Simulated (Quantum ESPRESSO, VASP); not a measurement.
An input for Quantum ESPRESSO (PBEsol, GBRV 1.5 ultrasoft (PBESOL) pseudopotentials):

```
&control
    calculation = 'scf'
    prefix = 'InAu3'
    outdir = './work'
    pseudo_dir = './'
    tprnfor = .true.
    tstress = .true.
/
&system
    ibrav = 8
    celldm(1) = 8.9584035411
    celldm(2) = 1.194617834979
    celldm(3) = 1.089822285571
    nat = 8
    ntyp = 2
    ecutwfc = 40
    ecutrho = 320
    occupations = 'smearing'
    smearing = 'fermi-dirac'
    degauss = 0.0073499
/
&electrons
    conv_thr = 1.0d-9
/
ATOMIC_SPECIES
In   114.8180  in_pbesol_v1.4.uspp.F.UPF
Au   196.9666  au_pbesol_v1.uspp.F.UPF
ATOMIC_POSITIONS angstrom
In    2.3702915000    2.8315925000    1.7331698597
In    0.0000000000    0.0000000000    3.4332231403
Au    0.0000000000    2.8315925000    3.4236653132
Au    2.3702915000    0.0000000000    1.7427276868
Au    0.0000000000    4.2390638680    0.8432586655
Au    0.0000000000    1.4241211320    0.8432586655
Au    2.3702915000    4.2557136319    4.3231343345
Au    2.3702915000    1.4074713680    4.3231343345
K_POINTS automatic
3 3 3  0 0 0
```

Q: Write the VASP files for the same calculation.

A: One set of files that does it:

### INCAR
```
SYSTEM  =  InAu3
PREC  =  Accurate; ENCUT  =  300; LREAL  =  F
LASPH  =  T
EDIFF  =  1E-6; NELM  =  100; ALGO  =  Normal
LMAXMIX  =  6
ISMEAR  =  -1; SIGMA  =  0.1
GGA  =  PS
ISIF  =  2
LWAVE  =  F; LCHARG  =  F
```

**KPOINTS**
```
Automatic mesh
0
Gamma
3 3 3
0 0 0
```

**POSCAR**
```
InAu3
11.326370
  0.4185438936   0.0000000000   0.0000000000
  0.0000000000   0.5000000000   0.0000000000
  0.0000000000   0.0000000000   0.4561384627
In Au
2 6
Cart
  0.2092719468   0.2500000000   0.1530207701
  0.0000000000   0.0000000000   0.3031176926
  0.0000000000   0.2500000000   0.3022738365
  0.2092719468   0.0000000000   0.1538646262
  0.0000000000   0.3742650000   0.0744509199
  0.0000000000   0.1257350000   0.0744509199
  0.2092719468   0.3757350000   0.3816875428
  0.2092719468   0.1242650000   0.3816875428
```

POTCAR, in this order: In_d Au (PBE.64 set). Program: vasp_std.

Both inputs were run and reached self-consistency, which says nothing on mesh or cut-off. Potentials, basis and cut-offs are each code's own, so they don't translate, and total energies aren't comparable.

The structure comes from a computed database's InAu3 entry (Pmmn); how it stands against other phases isn't given here. The cell was not relaxed at this level, and its volume differs by -5.9 % from the start's.
